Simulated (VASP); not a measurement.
VASP input:

**INCAR**
```
ALGO = Normal
EDIFF = 1E-7
ENCUT = 400
GGA = PE
ISIF = 2
ISMEAR = -5
IVDW = 12
LASPH = .TRUE.
LCHARG = .TRUE.
LMAXMIX = 4
LORBIT = 11
LREAL = .FALSE.
LWAVE = .FALSE.
NEDOS = 601
NELM = 100
PREC = Accurate
SYSTEM = InP
```

### POSCAR
```
InP
1.0
  0.0000000000   2.9455306514   2.9455306514
  2.9455306514   0.0000000000   2.9455306514
  2.9455306514   2.9455306514   0.0000000000
P In
1 1
Cart
  1.4727653257   1.4727653257   1.4727653257
  0.0000000000   0.0000000000   0.0000000000
```

**KPOINTS**
```
Automatic
0
G
9 9 9
```

POTCAR, in this order: P In_d (PBE.64 set). Program: vasp_std.

Task: Write an equivalent input for Ansatz.

Result: One equivalent input (not run):
Ansatz 0.2 input:
```yaml
crystal:
  lattice:
    - [0.0000000, 2.9455307, 2.9455307]
    - [2.9455307, 0.0000000, 2.9455307]
    - [2.9455307, 2.9455307, 0.0000000]
  atoms:
    - { symbol: P, position: [0.2500000, 0.2500000, 0.2500000] }
    - { symbol: In, position: [0.0000000, 0.0000000, 0.0000000] }
kpoints:
  mp_grid: { grid: [9, 9, 9] }
hamiltonian:
  xc: pbe
  dispersion: d3bj
  pseudopotentials: { kind: paw }
scf:
  occupations: { method: tetrahedron }
  max_iter: 100
output: { forces: true, stress: true, eigenvalues: true }
```
What does not carry over: each code has its own PAW files, so the cut-off isn't converted (ENCUT is set for VASP's; basis.ecutwfc is left out, and Ansatz then takes the one that its files recommend); Ansatz stops its SCF on the density residual and VASP on the energy change (EDIFF).

The structure comes from a measured InP entry (F-43m) of the Crystallography Open Database, whose conditions weren't checked. It was relaxed first.
